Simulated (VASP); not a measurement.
OSZICAR of a VASP run on TiO2 (rutile):

File OSZICAR:
```
       N       E                     dE             d eps       ncg     rms          rms(c)
DAV:   1     0.672964994985E+03    0.67296E+03   -0.25096E+04  2800   0.202E+03
DAV:   2     0.402021044333E+02   -0.63276E+03   -0.61232E+03  3092   0.582E+02
DAV:   3    -0.673953254643E+02   -0.10760E+03   -0.10615E+03  4304   0.213E+02
DAV:   4    -0.724059411454E+02   -0.50106E+01   -0.50058E+01  3812   0.476E+01
DAV:   5    -0.726061185477E+02   -0.20018E+00   -0.20013E+00  3920   0.787E+00    0.325E+01
DAV:   6    -0.566417352912E+02    0.15964E+02   -0.11121E+02  3412   0.103E+02    0.121E+01
DAV:   7    -0.562491486129E+02    0.39259E+00   -0.15974E+01  3520   0.317E+01    0.808E+00
DAV:   8    -0.563298218880E+02   -0.80673E-01   -0.46880E+00  3512   0.202E+01    0.463E+00
DAV:   9    -0.561000884121E+02    0.22973E+00   -0.24061E+00  3560   0.138E+01    0.141E+00
DAV:  10    -0.560988044730E+02    0.12839E-02   -0.14970E-01  3552   0.308E+00    0.210E-01
DAV:  11    -0.560990081192E+02   -0.20365E-03   -0.88903E-03  3512   0.672E-01    0.948E-02
DAV:  12    -0.560990234991E+02   -0.15380E-04   -0.71690E-04  3604   0.195E-01    0.538E-02
DAV:  13    -0.560989939178E+02    0.29581E-04   -0.11354E-04  4112   0.680E-02    0.104E-02
DAV:  14    -0.560989941117E+02   -0.19389E-06   -0.64672E-06  3372   0.211E-02    0.420E-03
DAV:  15    -0.560989944284E+02   -0.31676E-06   -0.25687E-06  3488   0.920E-03    0.292E-03
DAV:  16    -0.560989942791E+02    0.14933E-06   -0.85212E-07  3340   0.826E-03    0.871E-04
DAV:  17    -0.560989942739E+02    0.51841E-08   -0.57052E-08  1944   0.268E-03
   1 F= -.56098994E+02 E0= -.56098994E+02  d E =0.000000E+00
```

**Question.** Which electronic solver shows in the log?

**Answer.** It is blocked Davidson (ALGO = Normal, or the opening steps of other solvers). The INCAR had ALGO = Normal.

**Question.** Can the final energy be trusted as converged?

**Answer.** The run converged. It stopped with EDIFF = 1E-7, NELM = 100 (PBEsol GGA, plane waves, VASP's PBE PAW potentials (set 64)).

The compound is TiO2 in the rutile structure. It was relaxed first.
